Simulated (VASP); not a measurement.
Consider the following.

```
CELL_PARAMETERS angstrom
      2.98163     0.00000     0.00000
      0.00000     2.98163     0.00000
      0.00000     0.00000     2.98163
ATOMIC_POSITIONS crystal
  Al 0.50000 0.50000 0.50000
  Ru 0.00000 0.00000 0.00000
```

Method: r2SCAN meta-GGA, VASP's PBE PAW potentials (set 64) (plane waves; VASP). Settings: 480 eV cut-off, 12×12×12 Γ-centred mesh, first-order Methfessel-Paxton smearing of 0.10 eV, potentials Al Ru_pv.

Question: What does the run give for the energy per atom (σ→0), band gap (on the k-mesh) with the smallest direct gap where there is one?

Answer: 
```
Item                                                        Result
------------------------  ----------------------------------------
band gap (on the k-mesh)  none (metal, semimetal or under 0.01 eV)
energy per atom (σ→0)                              -16.808 eV/atom
```

Only differences to runs with the same potentials and settings are physical.

The compound is RuAl in the CsCl type structure. It was relaxed first. The electron count is odd and the run is not spin-polarised, which forces a metal.
